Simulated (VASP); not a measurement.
A VASP calculation is set up with these files.

KPOINTS:
```
K-points
0
G
9 9 9
0 0 0
```

### INCAR
```
! general
SYSTEM  = ZnSe
PREC    = Accurate
ENCUT   = 500
LREAL   = F
LASPH   = T

! electronic loop
EDIFF   = 1E-6
NELM    = 100
ALGO    = Normal
LMAXMIX = 4

! smearing
ISMEAR  = 0
SIGMA   = 0.05

! ions
IBRION  = 2
NSW     = 40
ISIF    = 3
EDIFFG  = -0.02
PSTRESS = 300

! output
LWAVE   = F
LCHARG  = F
```

File POSCAR:
```
ZnSe
1.0
  0.0000000000   2.5727855617   2.5727855617
  2.5727855617   0.0000000000   2.5727855617
  2.5727855617   2.5727855617   0.0000000000
Zn Se
1 1
Direct
  0.0000000000   0.0000000000   0.0000000000
  0.2500000000   0.2500000000   0.2500000000
```

POTCAR, in this order: Zn Se (LDA.64 set). Program: vasp_std.

**Question.** Translate this LDA calculation to Ansatz.

**Answer.** One equivalent input (not run):
Ansatz 0.2 input:
```yaml
crystal:
  lattice:
    - [0.0000000, 2.5727856, 2.5727856]
    - [2.5727856, 0.0000000, 2.5727856]
    - [2.5727856, 2.5727856, 0.0000000]
  atoms:
    - { symbol: Zn, position: [0.0000000, 0.0000000, 0.0000000] }
    - { symbol: Se, position: [0.2500000, 0.2500000, 0.2500000] }
kpoints:
  mp_grid: { grid: [9, 9, 9] }
hamiltonian:
  xc: lda
  pseudopotentials: { kind: paw }
scf:
  occupations: { method: gaussian, width: 0.05 }
  max_iter: 100
relax:
  max_steps: 40
  f_tol: 0.02
  cell: { p_target: 30 }
output: { forces: true, stress: true, eigenvalues: true }
```
Limits of the translation: each code has its own PAW files, so the cut-off isn't converted (ENCUT is set for VASP's; basis.ecutwfc is left out, and Ansatz then takes the one that its files recommend); Ansatz stops its SCF on the density residual and VASP on the energy change (EDIFF); Ansatz's lda is the Perdew-Wang form, while the LDA potentials of VASP carry Perdew-Zunger's.

The compound is ZnSe in the zinc blende structure. It was relaxed first under an external pressure of 30 GPa.
